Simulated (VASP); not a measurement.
Output of a VASP run:

OSZICAR:
```
       N       E                     dE             d eps       ncg     rms          rms(c)
DAV:   1     0.125626885478E+03    0.12563E+03   -0.10392E+04   754   0.176E+03
DAV:   2    -0.194462147255E+01   -0.12757E+03   -0.12423E+03   784   0.386E+02
DAV:   3    -0.922264696675E+01   -0.72780E+01   -0.71320E+01   944   0.931E+01
DAV:   4    -0.937026773126E+01   -0.14762E+00   -0.14751E+00   912   0.144E+01
DAV:   5    -0.937551664335E+01   -0.52489E-02   -0.52487E-02   967   0.253E+00    0.310E+00
DAV:   6    -0.891071239858E+01    0.46480E+00   -0.97331E-01   975   0.982E+00    0.111E+00
DAV:   7    -0.889056593177E+01    0.20146E-01   -0.16182E-01   942   0.257E+00    0.509E-01
DAV:   8    -0.888764846354E+01    0.29175E-02   -0.12325E-02   920   0.169E+00    0.907E-02
DAV:   9    -0.888710285450E+01    0.54561E-03   -0.14687E-03  1027   0.536E-01    0.347E-02
DAV:  10    -0.888706982450E+01    0.33030E-04   -0.29274E-04   955   0.238E-01    0.114E-02
DAV:  11    -0.888706981537E+01    0.91309E-08   -0.21447E-05   995   0.593E-02    0.478E-03
DAV:  12    -0.888706861525E+01    0.12001E-05   -0.15704E-06   601   0.158E-02    0.472E-04
DAV:  13    -0.888706863876E+01   -0.23512E-07   -0.19297E-07   452   0.440E-03
   1 F= -.88870686E+01 E0= -.88869168E+01  d E =-.888707E+01
       N       E                     dE             d eps       ncg     rms          rms(c)
DAV:   1    -0.153112206400E+02   -0.64242E+01   -0.21658E+02   939   0.342E+02    0.129E+01
DAV:   2    -0.100503550169E+02    0.52609E+01   -0.11512E+01   969   0.604E+01    0.566E+00
DAV:   3    -0.898232143591E+01    0.10680E+01   -0.56352E+00  1081   0.369E+01    0.759E-01
DAV:   4    -0.897879749978E+01    0.35239E-02   -0.13091E-01   915   0.445E+00    0.378E-01
DAV:   5    -0.898312001251E+01   -0.43225E-02   -0.44659E-02   935   0.386E+00    0.375E-01
DAV:   6    -0.897909647758E+01    0.40235E-02   -0.20625E-02   894   0.250E+00    0.631E-02
DAV:   7    -0.897899424907E+01    0.10223E-03   -0.11184E-03   784   0.377E-01    0.156E-02
DAV:   8    -0.897900398904E+01   -0.97400E-05   -0.49843E-05  1108   0.542E-02    0.613E-03
DAV:   9    -0.897900036093E+01    0.36281E-05   -0.36604E-06   829   0.131E-02    0.400E-03
DAV:  10    -0.897899862563E+01    0.17353E-05   -0.25252E-06   608   0.276E-02    0.635E-04
DAV:  11    -0.897899872385E+01   -0.98218E-07   -0.26805E-07   407   0.551E-03
   2 F= -.89789987E+01 E0= -.89779148E+01  d E =-.919301E-01
       N       E                     dE             d eps       ncg     rms          rms(c)
DAV:   1    -0.102202419164E+02   -0.12412E+01   -0.29925E+01   919   0.945E+01    0.576E+00
DAV:   2    -0.920117527862E+01    0.10191E+01   -0.20674E+00   944   0.295E+01    0.227E+00
DAV:   3    -0.903551168792E+01    0.16566E+00   -0.61918E-01  1070   0.147E+01    0.223E-01
DAV:   4    -0.903710168067E+01   -0.15900E-02   -0.15148E-02   833   0.127E+00    0.147E-01
DAV:   5    -0.903901379823E+01   -0.19121E-02   -0.49341E-03   931   0.904E-01    0.464E-02
DAV:   6    -0.903896876755E+01    0.45031E-04   -0.19244E-04   897   0.175E-01    0.247E-02
DAV:   7    -0.903895824492E+01    0.10523E-04   -0.15737E-04   869   0.120E-01    0.341E-03
DAV:   8    -0.903895832007E+01   -0.75144E-07   -0.41292E-06   834   0.230E-02
   3 F= -.90389583E+01 E0= -.90386243E+01  d E =-.151890E+00
```

**OUTCAR**
```
------------------------ aborting loop because EDIFF is reached ----------------------------------------
  FORCE on cell =-STRESS in cart. coord.  units (eV):
  Direction    XX          YY          ZZ          XY          YZ          ZX
  --------------------------------------------------------------------------------------
  Total       -0.0089571     -0.0089571     -0.0089571      0.0000000      0.0000000     -0.0000000
  in kB       -0.4064547     -0.4064547     -0.4064547      0.0000000      0.0000000     -0.0000000
  external PRESSURE =      -0.4064547 kB  Pullay stress =       0.0000000 kB
  volume of cell :       35.31
      direct lattice vectors                 reciprocal lattice vectors
    -0.000000000  2.603824495  2.603824495    -0.192025231  0.192025231  0.192025231
     2.603824495  0.000000000  2.603824495     0.192025231 -0.192025231  0.192025231
     2.603824495  2.603824495  0.000000000     0.192025231  0.192025231 -0.192025231
 POSITION                                       TOTAL-FORCE (eV/Angst)
 -----------------------------------------------------------------------------------
      0.00000      0.00000      0.00000         0.000000      0.000000     -0.000000
      2.60382      2.60382      2.60382        -0.000000     -0.000000      0.000000
 -----------------------------------------------------------------------------------
    total drift:                                0.000000      0.000000      0.000000
  FREE ENERGIE OF THE ION-ELECTRON SYSTEM (eV)
  ---------------------------------------------------
  free  energy   TOTEN  =        -9.0389583201 eV

  energy  without entropy=       -9.0382903422  energy(sigma->0) =       -9.03862433

 reached required accuracy - stopping structural energy minimisation
```
(Selected blocks of OUTCAR.)

File POSCAR:
```
BBi
1
    0.0000000000     2.5056000000     2.5056000000
    2.5056000000     0.0000000000     2.5056000000
    2.5056000000     2.5056000000     0.0000000000
B Bi
1 1
Direct
  0.0000000000   0.0000000000   0.0000000000
  0.5000000000   0.5000000000   0.5000000000
```

Q: Write an INCAR and KPOINTS that could have produced this output.

A: One answer among several that fit: the input of the run itself, PBEsol GGA, plane waves, VASP's PBE PAW potentials (set 64).

INCAR:
```
! general
SYSTEM   =  BBi
PREC     =  Accurate
ENCUT    =  520   ! plane-wave cut-off (eV)
LREAL    =  .FALSE.   ! projection in real space or not
LASPH    =  .TRUE.   ! aspherical one-centre terms

! electronic loop
EDIFF    =  1E-6   ! SCF stop (eV)
NELM     =  100
ALGO     =  Normal
LMAXMIX  =  4   ! l cut-off of mixed one-centre charges

! smearing
ISMEAR   =  0   ! Gaussian
SIGMA    =  0.05

! functional
GGA      =  PS

! ions
IBRION   =  2
NSW      =  60
ISIF     =  3
EDIFFG   =  -0.01   ! ionic stop

! output
LWAVE    =  .FALSE.
LCHARG   =  .FALSE.
```

File KPOINTS:
```
K-points
0
gamma
8 8 8
```

POTCAR, in this order: B Bi_d (PBE.64 set). Program: vasp_std.

Energy and stress use the plane-wave basis of the starting cell.

The structure was generated: BBi was put into the rock salt type (Fm-3m), which need not be its known phase. This run relaxes it. Symmetry was kept, so distortions that lower it aren't found.
